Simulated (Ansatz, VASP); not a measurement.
## Cross-check of SrPbF4 between VASP and Ansatz

One calculation is typed for both programs; each brings its own data sets. How far apart do they land? The cell is invented: As first built, before any earlier steps moved the atoms (in the runner's words): Sr for half of the Pb in the PbF2 structure of space group Aea2. It may not be a known or stable phase. The two relaxations start from unlike cells of this crystal (the structure described is Ansatz's start), so only their ends are compared.

Main program and level: Ansatz 0.2.0; plane waves, with VASP 6.6.1 beside it; relaxation of cell and atoms at LDA.

## Step 1: The starting structure

Symmetry: C2, No. 5, monoclinic system. Conventional cell: a = 6.421 Å, b = 6.441 Å, c = 6.442 Å, α = 90.00°, β = 90.00°, γ = 90.00°. Sr has 8 F at 2.72 to 2.91 Å nearest. Pb has 6 F at 2.72 to 2.77 Å nearest. Nearest to F lie 2 Pb at 2.72 to 2.75 Å and 2 Sr at 2.77 to 2.91 Å. F has 2 Sr at 2.72 to 2.75 Å and 1 Pb at 2.77 Å nearest. It derives from PbF2. As first built, before any earlier steps moved the atoms (in the runner's words): Sr for half of the Pb in the PbF2 structure of space group Aea2. Farther neighbours and most contacts between anions are not listed.

## Step 2: Ansatz: relaxation of cell and atoms, LDA

Ansatz runs on its default PAW (the set named soft_2) files.

The relaxed volume is the usual yardstick between codes: in a stiff, nearly cubic crystal its relative difference is about their pressure difference at one cell divided by the bulk modulus.

input.yaml

```yaml
crystal:
  lattice:
    - [6.4421849423, 0.0, 0.0]
    - [0.0, 3.2104218995, 3.2202978996]
    - [0.0, -3.2104218995, 3.2202978996]
  atoms:
    - { symbol: Sr, position: [0.5, 0.977479, 0.977479] }
    - { symbol: Pb, position: [0.0, 0.477479, 0.477479] }
    - { symbol: F, position: [0.764773, 0.973608, 0.458666] }
    - { symbol: F, position: [0.235227, 0.458666, 0.973608] }
    - { symbol: F, position: [0.735227, 0.473608, 0.958666] }
    - { symbol: F, position: [0.264773, 0.958666, 0.473608] }
kpoints:
  mp_grid: { grid: [4, 6, 6] }
scf:
  occupations: { method: gaussian, width: 0.03 }
hamiltonian:
  xc: lda
output:
  forces: true
  stress: true
relax:
  f_tol: 0.02
  max_steps: 60
  cell: {}
```

Run with:

```
> ansatz run input.yaml --threads 2 --pin off --max-ram 4096MiB --backend cpu --events-out ev --progress --plain --runs-dir out
```

Numbers of over 12 decimals in the logs are rounded to 6 here.

What it wrote:

```text
Engine: ansatz 0.2.0, aarch64-unknown-linux-gnu
Pseudopotentials: kind: paw
Pseudopotential: Sr, paw, valence charge 10, recommended cutoff 420 eV (normal), Sr.paw.azcp
Pseudopotential: Pb, paw, valence charge 14, recommended cutoff 420 eV (normal), Pb.paw.azcp
Pseudopotential: F, paw, valence charge 7, recommended cutoff 420 eV (normal), F.paw.azcp
Functional definition: SPW92
  exchange = slater_x
  correlation = pw_c
Crystal: 6 atoms, lattice volume = 133.205 Å³
Basis set: ecut = 420 eV, 2589 PW (Γ)
Bands: 32, of which v1, the nominal top of the filled ones, is band 26 counted from 1 (25 counted from 0)
Symmetry: 2 space group operations
Space group: C2 (ITA 5), of the structure as read, at distance tolerance 5.1e-5 Å
k-points: 47 of 144 (time reversal used)
Non-local potential: Sr, projectors of the file, l = 0: 3, l = 1: 2, l = 2: 2
Non-local potential: Pb, projectors of the file, l = 0: 2, l = 1: 2, l = 2: 2, l = 3: 2
Non-local potential: F, projectors of the file, l = 0: 2, l = 1: 2, l = 2: 1
PAW form: soft (Blöchl's): semilocal exchange-correlation on the pseudo side does not see the compensation charge
PAW frozen core: Sr, regenerated for the run's functional, and the local potential with it (the file was generated under x = pbe(κ = 0.804, μ = 0.219515), c = pbe(β = 0.066725))
PAW frozen core: Pb, regenerated for the run's functional, and the local potential with it (the file was generated under x = pbe(κ = 0.804, μ = 0.219515), c = pbe(β = 0.066725))
PAW frozen core: F, regenerated for the run's functional, and the local potential with it (the file was generated under x = pbe(κ = 0.804, μ = 0.219515), c = pbe(β = 0.066725))
PAW one-centre angular grid: Sr, 110 points (default); XC on 64 Gauss nodes
PAW one-centre angular grid: Pb, 590 points (default); XC on 64 Gauss nodes
PAW one-centre angular grid: F, 110 points (default); XC on 64 Gauss nodes
Initial density: superposition of atomic densities (neutral atoms: chi_scale 0, normalization atom), corrected by the library's trained network
Initial wavefunctions: pseudopotential atomic-orbital guess
Functional: x = slater, c = lda
SCF iter   1: F=—  HF=-18227.460536 eV  |F-HF|=—  |Δ(HF+E_count)|=         —  Δρ=1.66e-2  dr2=2.92e-1  ethr=1.77e-3  ⟨swp⟩=8.5  Hψ=8168  notcnv=0
preconditioner: auto → Resta (q_TF=auto, 2.332 Å⁻¹)  ε∞=3.3  [insulator: Δε(μ)=3.614 eV  Ē_g=14.954 eV  σ=0.030 eV  W_gap=1.00  n_scr=28 (ndim 8)  ℏωp=22.8 eV  f_vac=0.177  D(μ)=0.00/eV (n_scr^D=0)  ε∞_Penn≈3.3]
SCF iter   2: F=—  HF=-18227.396346 eV  |F-HF|=—  |Δ(HF+E_count)|=   6.42e-2  Δρ=7.00e-3  dr2=2.68e-2  ethr=5.62e-4  ⟨swp⟩=2.0  Hψ=3252  notcnv=0  defer=68
SCF iter   3: F=—  HF=-18227.389160 eV  |F-HF|=—  |Δ(HF+E_count)|=   7.19e-3  Δρ=1.62e-3  dr2=2.44e-3  ethr=5.16e-5  ⟨swp⟩=2.1  Hψ=2810  notcnv=0  defer=68
SCF iter   4: F=—  HF=-18227.388530 eV  |F-HF|=—  |Δ(HF+E_count)|=   6.30e-4  Δρ=3.26e-4  dr2=1.28e-4  ethr=4.69e-6  ⟨swp⟩=3.0  Hψ=2292  notcnv=0  defer=68
SCF iter   5: F=—  HF=-18227.388560 eV  |F-HF|=—  |Δ(HF+E_count)|=   2.97e-5  Δρ=2.63e-4  dr2=6.77e-5  ethr=2.47e-7  ⟨swp⟩=2.0  Hψ=2611  notcnv=0  defer=68
SCF iter   6: F=—  HF=-18227.388547 eV  |F-HF|=—  |Δ(HF+E_count)|=   1.32e-5  Δρ=6.38e-5  dr2=7.15e-6  ethr=1.30e-7  ⟨swp⟩=2.0  Hψ=2059  notcnv=0  defer=68
SCF iter   7: F=—  HF=-18227.388551 eV  |F-HF|=—  |Δ(HF+E_count)|=   4.26e-6  Δρ=1.31e-5  dr2=6.30e-7  ethr=1.38e-8  ⟨swp⟩=2.0  Hψ=1993  notcnv=0  defer=68
SCF iter   8: F=-18227.388552 eV  HF=-18227.388552 eV  |F-HF|=1.88e-8  |Δ(HF+E_count)|=   5.43e-7  Δρ=3.27e-6  dr2=2.94e-8  ethr=1.92e-10  ⟨swp⟩=5.0  Hψ=5778  notcnv=0
SCF 1 converged in 8 iterations: F = -18227.388552 eV  dr2 = 2.94e-8
  greatest PAW one-centre occupation: 0.986 electrons in one spin orbital (limit 2), on the Sr atom at site 0 (counted from 0), in its partial waves of l = 0
relax step   1: F+E_penalty+E_count = -18227.38855157 eV  Δ(F+E_penalty+E_count) = +0.000e0 eV  max|allowed force component| = 1.210e-1 eV/Å  Δτ_max = 0.0000 Å  P = -13.018 GPa  Ω = 133.205 Å³  (8 SCF iters, dr2 threshold 1.00e-7 eV, accepted)
[...]
relax step   6: F+E_penalty+E_count = -18229.61391607 eV  Δ(F+E_penalty+E_count) = -4.686e-4 eV  max|allowed force component| = 1.718e-3 eV/Å  Δτ_max = 0.0045 Å  P = -0.001 GPa  Ω = 95.268 Å³  energy of the carried Pulay correction = +1.448e-1 eV  (5 SCF iters, dr2 threshold 2.91e-8 eV, accepted)
[...]
relax step   7: F+E_penalty+E_count = -18229.58339201 eV  Δ(F+E_penalty+E_count) = +3.052e-2 eV  max|allowed force component| = 1.121e-3 eV/Å  Δτ_max = 0.0000 Å  P = -0.727 GPa  Ω = 95.268 Å³  stress off target by 7.32e-1 GPa  SCF on the basis re-selected at this cell (its energy is not comparable with the rows above)  (7 SCF iters)
[...]
relax step   8: F+E_penalty+E_count = -18229.58862962 eV  Δ(F+E_penalty+E_count) = -5.238e-3 eV  max|allowed force component| = 8.250e-4 eV/Å  Δτ_max = 0.0009 Å  P = +0.041 GPa  Ω = 94.469 Å³  energy of the carried Pulay correction = +3.512e-3 eV  (5 SCF iters, dr2 threshold 6.00e-7 eV, accepted)
[...]
relax step   9: F+E_penalty+E_count = -18229.58513066 eV  Δ(F+E_penalty+E_count) = +3.499e-3 eV  max|allowed force component| = 8.265e-4 eV/Å  Δτ_max = 0.0000 Å  P = -0.015 GPa  Ω = 94.469 Å³  stress off target by 1.92e-2 GPa  SCF on the basis re-selected at this cell (its energy is not comparable with the rows above)  (7 SCF iters)
basis re-selected at this cell: Δ(F+E_penalty+E_count) = +3.499e-3 eV, ΔP = -0.057 GPa vs the last step (what re-selecting the basis moved, of the pressure what is left beyond the Pulay correction that the steps carried, after the strain that the cell walked since its last selection, with what the two solves' SCF thresholds leave and, on support functions, any second-order correction that the steps lacked; it is no m [...]
SCF converged after 7 iterations
Free energy (F): -18229.585131 eV
Harris-Foulkes:  -18229.585131 eV  (|F-HF|=7.28e-12)
Internal energy: -18229.585131 eV  (E = F + TS)
E sigma→0 (E₀):  -18229.585131 eV
Fermi energy:    7.354569 eV
--- Per-component energies (eV) ---
  E_band       = -248.631077
  E_kinetic    = 1356.545216
  E_local      = -3956.437867  (includes V_loc(G=0)·N_el)
  E_nonlocal   = 863.916090
  E_hartree    = 1415.582784
  E_xc         = -706.199850
  E_vxc        = -703.458032  (∫ρ·V_xc dr)
  E_paw        = -13445.193654  (= ΣΔE_a)
  E_vpaw       = -640.370195  (= ΣTr[D̂ρ^β])
  E_aug_tail   = 0.008187  (compensation charges beyond the density's cutoff)
  E_ewald      = -3758.475466
  E_core_change = 0.669429  (= ΣΔE_core)
  E_smearing   = -0.000000  (= −TS)
  E_closure    = -0.000000  (closes the sum)
  Σ components = -18229.585131   (vs F -18229.585131, Δ=0.00e0)
--- Forces (eV/Å), atoms counted from 1 ---
  atom   1  Sr     0.00000000    -0.00000000    -0.00018587
  atom   2  Pb    -0.00000000    -0.00000000    -0.00082509
  atom   3  F      0.00012734     0.00056099     0.00042459
  atom   4  F     -0.00012734    -0.00056099     0.00042459
  atom   5  F     -0.00017613    -0.00018567     0.00008516
  atom   6  F      0.00017613     0.00018567     0.00008516
  max |Σ_I F_I| component: 8.55e-6 eV/Å
--- Stress (GPa, compression-positive) ---
       -0.015114      -0.003869      -0.000000
       -0.003869      -0.015540      -0.000000
       -0.000000      -0.000000      -0.015278
  P = ⅓ Tr σ = -0.0153 GPa (-0.153 kbar)
--- Relaxed structure (7 steps of the walk, 7 accepted, 2 SCFs on fresh bases) ---
  F+E_penalty+E_count = -18229.58513066 eV   max|allowed force component| = 8.265e-4 eV/Å   (the final SCF, on the basis selected at the relaxed cell)
  cell:  # Å, volume = 94.4688 Å³
    - [5.747273, 0.000317187, 1.5566206832003696e-16]
    - [0.000158068, 2.866812, 2.866801]
    - [-0.000158068, -2.866812, 2.866801]
  atoms:
    - { symbol: Sr, position: [0.500000, 0.969930, 0.969930] }
    - { symbol: Pb, position: [5.648684595304695e-19, 0.469962, 0.469962] }
    - { symbol: F, position: [0.743273, 0.969873, 0.469947] }
    - { symbol: F, position: [0.256727, 0.469947, 0.969873] }
    - { symbol: F, position: [0.743304, 0.469907, 0.969887] }
    - { symbol: F, position: [0.256696, 0.969887, 0.469907] }
```

## Step 3: VASP: relaxation of cell and atoms, LDA

Its own start cell and the same functional (in two slightly different forms), mesh and smearing now go to VASP, with its own data sets.

Lines of VASP's logs that name or quote its potential files are left out, and so is its time.

INCAR

```
SYSTEM = SrPbF4
PREC = Accurate
ENCUT = 600
EDIFF = 1E-07
NELM = 120
ISMEAR = 0
SIGMA = 0.03
LREAL = .FALSE.
ALGO = Normal
GGA = CA
NBANDS = 32
LORBIT = 11
LWAVE = .FALSE.
LCHARG = .FALSE.
ISIF = 3
IBRION = 2
NSW = 80
EDIFFG = -0.005
LASPH = .TRUE.
GGA_COMPAT = .FALSE.
NELMIN = 4
EFERMI = MIDGAP
KPAR = 2
```

POSCAR

```
SrPbF4
1.0
    5.7514919500     -0.0000087076      0.0000000000
   -0.0000837989      2.8701635720      2.8704325224
    0.0000837989     -2.8701635720      2.8704325224
Sr Pb F
1 1 4
Direct
    0.4999999224      0.9698647687      0.9698647687
    0.0000000000      0.4700704866      0.4700704866
    0.7438310531      0.9698585818      0.4699339779
    0.2561689469      0.4699339779      0.9698585818
    0.7437180560      0.4698550996      0.9699229200
    0.2562819440      0.9699229200      0.4698550996
```

KPOINTS

```
Automatic mesh
0
Gamma
4 6 6
0 0 0
```

The projector-augmented-wave data sets are Sr_sv, Pb_d and F (LDA family, release 64).

Run with:

```
> mpirun -np 2 vasp_std
```

What it wrote:

```text
[banner, memory and clock lines left out]
running    2 mpi-ranks, on    1 nodes
 distrk:  each k-point on    1 cores,    2 groups
 distr:  one band on    1 cores,    1 groups

 POSCAR found type information on POSCAR SrPbF
 POSCAR found :  3 types and       6 ions
 LDA part: xc-table for (Slater(with rela. corr.)+CA(PZ))
 , standard interpolation
 POSCAR, INCAR and KPOINTS ok, starting setup
 FFT: planning ... GRIDC
 FFT: planning ... GRID_SOFT
 FFT: planning ... GRID
 WAVECAR not read
 entering main loop
       N       E                     dE             d eps       ncg     rms          rms(c)
DAV:   1     0.639147156067E+03    0.63915E+03   -0.29641E+04  4872   0.196E+03
DAV:   2     0.304924784235E+02   -0.60865E+03   -0.57972E+03  5520   0.513E+02
DAV:   3    -0.345807071324E+02   -0.65073E+02   -0.64414E+02  5808   0.176E+02
DAV:   4    -0.381166724338E+02   -0.35360E+01   -0.35314E+01  8024   0.366E+01
DAV:   5    -0.381942483001E+02   -0.77576E-01   -0.77565E-01  6720   0.449E+00    0.209E+01
DAV:   6    -0.348256291862E+02    0.33686E+01   -0.14301E+01  6616   0.269E+01    0.166E+01
DAV:   7    -0.346856326461E+02    0.14000E+00   -0.78124E-01  7024   0.625E+00    0.759E+00
DAV:   8    -0.346073061774E+02    0.78326E-01   -0.13862E-01  7632   0.423E+00    0.105E+00
DAV:   9    -0.346073640348E+02   -0.57857E-04   -0.27132E-02  6656   0.124E+00    0.482E-01
DAV:  10    -0.346076404266E+02   -0.27639E-03   -0.33197E-03  6504   0.526E-01    0.530E-02
DAV:  11    -0.346076740461E+02   -0.33619E-04   -0.18645E-04  6920   0.801E-02    0.272E-02
DAV:  12    -0.346077128357E+02   -0.38790E-04   -0.35762E-05  6192   0.394E-02    0.997E-03
DAV:  13    -0.346077136133E+02   -0.77765E-06   -0.77990E-06  7416   0.213E-02    0.257E-03
DAV:  14    -0.346077137582E+02   -0.14494E-06   -0.63473E-07  5352   0.483E-03    0.560E-04
DAV:  15    -0.346077137655E+02   -0.72168E-08   -0.36794E-08  4240   0.167E-03
   1 F= -.34607714E+02 E0= -.34607714E+02  d E =-.346077E+02
 curvature:   0.00 expect dE= 0.000E+00 dE for cont linesearch  0.000E+00
 trial: gam= 0.00000 g(F)=  0.770E-06 g(S)=  0.501E-04 ort = 0.000E+00 (trialstep = 0.100E+01)
 search vector abs. value=  0.509E-04
 bond charge predicted
       N       E                     dE             d eps       ncg     rms          rms(c)
DAV:   1    -0.346083974470E+02   -0.68369E-03   -0.16247E-02  6192   0.124E+00    0.214E-01
DAV:   2    -0.346077906782E+02    0.60677E-03   -0.27667E-03  5328   0.399E-01    0.420E-02
DAV:   3    -0.346077403037E+02    0.50375E-04   -0.13918E-04  6488   0.142E-01    0.283E-02
DAV:   4    -0.346077307521E+02    0.95516E-05   -0.42531E-05  7816   0.566E-02    0.246E-02
DAV:   5    -0.346077316361E+02   -0.88404E-06   -0.47290E-06  7552   0.175E-02    0.722E-03
DAV:   6    -0.346077313345E+02    0.30160E-06   -0.39614E-06  8680   0.182E-02    0.200E-03
DAV:   7    -0.346077313421E+02   -0.75634E-08   -0.18411E-07  4864   0.344E-03
   2 F= -.34607731E+02 E0= -.34607731E+02  d E =-.175766E-04
 trial-energy change:   -0.000018  1 .order   -0.000020   -0.000051    0.000011
 step:   0.7811(harm=  0.8167)  dis= 0.00008  next Energy=   -34.607733 (dE=-0.188E-04)
 reached required accuracy - stopping structural energy minimisation
```

(Part 1 of 2 ends here.)

[Lines on the potential files, build, host, timing and source positions are cut from VASP's logs without a mark.]

[Logs are printed without paths, hosts, clocks, repeated set-up lines and the standing remarks that a program may print on its own settings, such as how far it seeks lower states.]

[Hosts, paths, dates, database ids (printed as entryN), source tags and the programs' standing remarks are cut or masked in the printed files.]
